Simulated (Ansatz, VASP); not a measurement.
## K2Ge in VASP and in Ansatz

```
K Ge
1.0
     6.09361    0.00000    0.00000
     0.00000    6.09361    0.00000
     0.00000    0.00000    3.52822
K Ge
2 1
Direct
  0.00000 0.50000 0.50000
  0.50000 0.00000 0.50000
  0.50000 0.50000 0.00000
```

Alike in both runs: functional PBE; k mesh 4 × 4 × 6; occupations gaussian, width 0.1 eV; no spin polarisation.

Ansatz relaxed the structure, and its values are those at the end. VASP's run is a single point on that final structure, the one shown.

|  | VASP | Ansatz |
| --- | --- | --- |
| version | VASP 6.6.1 | Ansatz 0.2.0 |
| potentials or method | VASP PAW PBE potentials, release 64 (K_sv, Ge_d) | scalar-relativistic, plane waves, PAW |
| plane-wave cutoff (eV) | 520 | 420 |
| valence electrons in the cell | 32 | 32 |

```csv
,VASP,Ansatz,Ansatz less VASP
gap on the k mesh at the Fermi level (eV),none,none,-
pressure (GPa),0.0,0.1,+0.08
```

A gap of «none» marks a metal or a gap that the smearing closes.
